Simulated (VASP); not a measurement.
Data:

```
CELL_PARAMETERS angstrom
      3.25511     0.00000     0.00000
      0.00000     3.25511     0.00000
      0.00000     0.00000     3.25511
ATOMIC_POSITIONS crystal
  Al 0.00000 0.00000 0.00000
  As 0.50000 0.50000 0.50000
```

These are PBEsol GGA, VASP's PBE PAW potentials (set 64) (plane waves; VASP 6.6.1) values and carry that method's errors. Run with 400 eV cut-off, 13×13×13 Γ-centred mesh, tetrahedra with Blöchl corrections, potentials Al As.

Q: Tabulate the total density of states (states/eV per cell) against energy (eV; zero at the valence-band maximum or, without a gap, the Fermi level).

A: 
| E (eV) | DOS (states/eV) |
|---|---|
| -9.98 | 0.26 |
| -9.74 | 0.19 |
| -9.50 | 0.14 |
| -9.26 | 0.10 |
| -9.02 | 0.06 |
| -8.90 | 0.03 |
| -8.66 | 0.00 |
| -8.42 | 0.00 |
| -8.18 | 0.14 |
| -7.94 | 0.22 |
| -7.70 | 0.30 |
| -7.46 | 0.36 |
| -7.22 | 0.42 |
| -6.98 | 0.48 |
| -6.74 | 0.55 |
| -6.62 | 0.59 |
| -6.38 | 0.76 |
| -6.14 | 0.84 |
| -5.90 | 0.82 |
| -5.66 | 0.76 |
| -5.42 | 0.76 |
| -5.18 | 0.80 |
| -4.94 | 0.70 |
| -4.70 | 0.73 |
| -4.46 | 0.68 |
| -4.34 | 0.69 |
| -4.10 | 0.81 |
| -3.86 | 0.86 |
| -3.62 | 0.74 |
| -3.38 | 0.66 |
| -3.14 | 0.70 |
| -2.90 | 0.72 |
| -2.66 | 0.90 |
| -2.42 | 0.80 |
| -2.18 | 0.79 |
| -2.06 | 0.82 |
| -1.82 | 0.81 |
| -1.58 | 0.86 |
| -1.34 | 0.90 |
| -1.10 | 1.00 |
| -0.86 | 0.98 |
| -0.62 | 1.05 |
| -0.38 | 0.97 |
| -0.14 | 1.04 |
| 0.10 | 0.99 |
| 0.22 | 1.00 |
| 0.46 | 1.00 |
| 0.70 | 0.89 |
| 0.94 | 0.85 |
| 1.18 | 0.77 |
| 1.42 | 0.82 |
| 1.66 | 0.82 |
| 1.90 | 0.75 |
| 2.14 | 0.72 |
| 2.38 | 0.72 |
| 2.50 | 0.74 |
| 2.74 | 0.79 |
| 2.98 | 0.86 |
| 3.22 | 0.91 |
| 3.46 | 0.81 |
Within 2 eV below the Fermi level the largest weight inside VASP's projection spheres is As p, then Al s.

The structure was generated: AlAs was put into the CsCl type type (Pm-3m), which need not be its known phase. It was relaxed first, which changed the volume by +14 %.
